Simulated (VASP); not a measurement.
Data:

```yaml
crystal:
  lattice:
    - [0.00000, 2.76273, 2.73290]
    - [2.76248, 0.00000, 2.73290]
    - [2.76248, 2.76273, 0.00000]
  atoms:
    - { symbol: Ce, position: [0.00000, 0.00000, 0.00000] }
    - { symbol: O, position: [0.25000, 0.25000, 0.25000] }
    - { symbol: O, position: [0.73569, 0.76431, 0.76431] }
```

The numbers are results of PBE GGA, VASP's PBE PAW potentials (set 64) (plane waves; VASP 6.6.1), not measurements. Run with 520 eV cut-off, 7×7×7 Γ-centred mesh, Gaussian smearing of 0.050 eV, potentials Ce O.

Question: Which forces act on the atoms, in eV/Å?

Answer: 
```csv
atom,Fx,Fy,Fz
Ce1,0.215,0.000,0.000
O2,0.262,0.000,0.000
O3,-0.478,0.000,0.000
```

Question: Give the stress tensor in GPa (positive for a compressed cell).

Answer: 
```
-4.02   0.00   0.00
 0.00  -4.32   0.09
 0.00   0.09  -1.84
```
The pressure is its mean diagonal, -3.39 GPa.

The compound is CeO2 in the fluorite structure. The cell was not relaxed at this level, atoms are displaced from their ideal sites. The run is one of a series of settings (KPOINTS 7×7×7 Γ-centred mesh against the base run), some of them coarse on purpose. The run is not spin-polarised, so no magnetic state was tried.
